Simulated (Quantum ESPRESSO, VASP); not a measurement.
## LaPt2 (Fd-3m, 6 atoms in the cell) computed with different codes at matched settings

Self-consistent single point.

```
CELL_PARAMETERS angstrom
     -3.91631     0.00000     3.91631
      0.00000     3.91631     3.91631
     -3.91631     3.91631     0.00000
ATOMIC_POSITIONS crystal
  La 0.50000 0.50000 0.50000
  La 0.75000 0.75000 0.75000
  Pt 0.12500 0.12500 0.12500
  Pt 0.62500 0.12500 0.12500
  Pt 0.12500 0.12500 0.62500
  Pt 0.12500 0.62500 0.12500
```

All programs got the same cell, k-point mesh and kind of occupations (in Quantum ESPRESSO's words: occupations = smearing; smearing = gaussian; degauss = 0.0147 Ry; K_POINTS = automatic 7 7 7 0 0 0); potentials, basis and cutoffs are each program's usual ones.

```csv
code,model,pressure (GPa),cutoff
Quantum ESPRESSO,"PBEsol, GBRV 1.5 ultrasoft (PBESOL) pseudopotentials",-5.50,40 Ry
VASP,"PBEsol, VASP's PBE PAW potentials (set 64)",-5.60,300 eV
```

The spread over the programs that give each value: pressure within 0.10 GPa.

The starting cell comes from a database of computed structures (which also holds hypothetical and non-ambient phases and stackings), without a prior relaxation at this level. Its lattice was rescaled by a random factor within 2.5 % of one. On Quantum ESPRESSO's run: Spin-orbit coupling is off. Spin polarisation is off. With a pressure of about -6 GPa the cell is away from its equilibrium volume at this level.

Why do the programs differ, and what cannot be compared?

Differences of this kind can come from the potentials, where these differ, and from what each basis and cutoff leave unconverged. The valence holds different numbers of electrons (Quantum ESPRESSO 86, VASP 62). The zero of total energies and Fermi levels follows the potentials and each program's conventions, so they are not compared here.

VASP's run is marked for a possible Pulay error in its stress at this cutoff; no cutoff test was made.

Left out of this page: Ansatz, Elk, FLEUR and SIESTA (not drawn, or without a comparable value); ABINIT (stopped by limits of time or memory).
